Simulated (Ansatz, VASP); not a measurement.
**Two plane-wave programs on SnCl**

```
Sn Cl
1.0
    -2.88075    2.88075    1.70545
     2.88075   -2.88075    1.70545
     2.88075    2.88075   -1.70545
Sn Cl
1 1
Direct
  0.50000 0.50000 0.00000
  0.25000 0.75000 0.50000
```

Alike in both runs: functional PBE; k mesh 6 × 6 × 6; occupations gaussian, width 0.1 eV; no spin polarisation.

Ansatz relaxed the structure, and its values are those at the end. VASP's run is a single point on that final structure, the one shown.

|  | VASP | Ansatz |
| --- | --- | --- |
| version | VASP 6.6.1 | Ansatz 0.2.0 |
| potentials or method | VASP PAW PBE potentials, release 64 (Sn_d, Cl) | scalar-relativistic, plane waves, PAW |
| plane-wave cutoff (eV) | 520 | 420 |
| valence electrons in the cell | 21 | 21 |

Ansatz gave:

```
gap on the k mesh at the Fermi level (eV) : none
pressure (GPa)                            : 0.0
```

Q: Which values does VASP return?

A: gap on the k mesh at the Fermi level (eV): none; pressure (GPa): -0.1.

A gap of «none» marks a metal or a gap that the smearing closes.

Caveats: an odd number of electrons without spin polarisation forces a metal; a magnetic or distorted state may lie lower.
